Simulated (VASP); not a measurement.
TaN:

```
Ta N
1.0
     0.00000    2.18975    2.18975
     2.18975    0.00000    2.18975
     2.18975    2.18975    0.00000
Ta N
1 1
Direct
  0.50000 0.50000 0.50000
  0.00000 0.00000 0.00000
```

The cell comes from a database or a generator and needn't be the stable form of this composition.

Base run:

| Quantity | Value |
| --- | --- |
| Program | VASP 6.6.1 |
| Functional | r2SCAN |
| Potentials or basis | VASP PAW PBE potentials, release 64 (Ta_pv, N) |
| Cutoff | 520 eV |
| k mesh | 16 × 16 × 16 |
| Occupations | gaussian, width 0.1 eV |
| Spin | no spin polarisation |

Its results: band gap on the k mesh none (metal or under the smearing width); pressure 6.2 GPa.

**Question.** The run is repeated on the same cell with these changes: functional from r2SCAN to PBEsol; potentials or basis from VASP PAW PBE potentials, release 64 (Ta_pv, N) to VASP PAW PBE potentials, release 64 (Ta_pv, N_h); cutoff from 520 eV to 900 eV. What comes out?

**Answer.** Band gap on the k mesh none (metal or under the smearing width); pressure -0.1 GPa.

Caveats: the PAW data sets were made with another functional, which shifts forces and pressure a little; the cutoff is under 1.25 times the usual one of these potentials, so pressure, stress and relaxed cells hold a basis-set (Pulay) error (some runs).

Not every run made on this cell is shown here.
